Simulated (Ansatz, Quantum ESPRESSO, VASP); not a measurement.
# One structure in several programs: ScIr3 (P1, 4 atoms in the cell)

Self-consistent single point, at a second geometry (atoms moved at random). First geometry:

```
CELL_PARAMETERS angstrom
      3.84833     0.00000     0.00000
      0.00000     3.84833     0.00000
      0.00000     0.00000     3.84833
ATOMIC_POSITIONS crystal
  Sc 0.00000 0.00000 0.00000
  Ir 0.00000 0.50000 0.50000
  Ir 0.50000 0.00000 0.50000
  Ir 0.50000 0.50000 0.00000
```

Second geometry:
```yaml
crystal:
  lattice:
    - [3.84833, 0.00000, 0.00000]
    - [0.00000, 3.84833, 0.00000]
    - [0.00000, 0.00000, 3.84833]
  atoms:
    - { symbol: Sc, position: [0.99412, 0.98949, 0.01177] }
    - { symbol: Ir, position: [0.01295, 0.50802, 0.50704] }
    - { symbol: Ir, position: [0.49920, 0.99662, 0.48707] }
    - { symbol: Ir, position: [0.49373, 0.50587, 0.99412] }
```

Shared settings, as Ansatz (an electronic-structure program) writes them: kpoints.mp_grid.grid = 6 6 6; scf.occupations.method = fermi_dirac; scf.occupations.width = 0.136 eV. Potentials and cutoffs stand in the table.

| code | model | ΔF from the first geometry (meV/atom) | pressure (GPa) | largest force (eV/Å) | cutoff |
|---|---|---|---|---|---|
| Quantum ESPRESSO | LDA (PZ), GBRV 1.5 ultrasoft (LDA) pseudopotentials | 24.3 | 6.57 | 1.004 | 50 Ry |
| VASP | LDA (PZ), VASP's LDA PAW potentials (set 64) | 24.8 | 7.85 | 1.031 | 300 eV |
| Ansatz | LDA (PW92), PAW files made with PBE | 24.1 | 6.60 | 1.005 | 420 eV |

Size of the force on each atom (eV/Å): Sizes of forces hide their directions.

| code | Sc1 | Ir2 | Ir3 | Ir4 |
|---|---|---|---|---|
| Quantum ESPRESSO | 1.004 | 1.002 | 0.937 | 0.735 |
| VASP | 1.031 | 1.022 | 0.957 | 0.753 |
| Ansatz | 1.005 | 0.991 | 0.929 | 0.728 |

On Ansatz's run: spin-orbit coupling is off. Spin polarisation is off.

The spread over the programs that give each value: ΔF from the first geometry within 0.7 meV/atom; pressure within 1.28 GPa; largest force within 0.027 eV/Å.

Ansatz's pressure is given at a fixed set of plane waves, as the other plane-wave codes print theirs; with its correction for the finite basis it is 6.65 GPa. The same LDA comes in different parametrisations, which differ slightly. In the pressure, VASP (by 1.25) lies more than 1 GPa from the median of the plane-wave programs.

VASP's run is marked for a possible Pulay error in its stress at this cutoff; no cutoff test was made.

The starting cell comes from a database of computed structures (which also holds hypothetical and non-ambient phases and stackings), without a prior relaxation at this level. Its lattice was rescaled by a random factor within 2.5 % of one. For this run, on top of that: atoms moved at random.

Left out of this page: GPAW, CP2K, FLEUR and SIESTA (not drawn, or without a comparable value).

Keys are those of Ansatz 0.2.
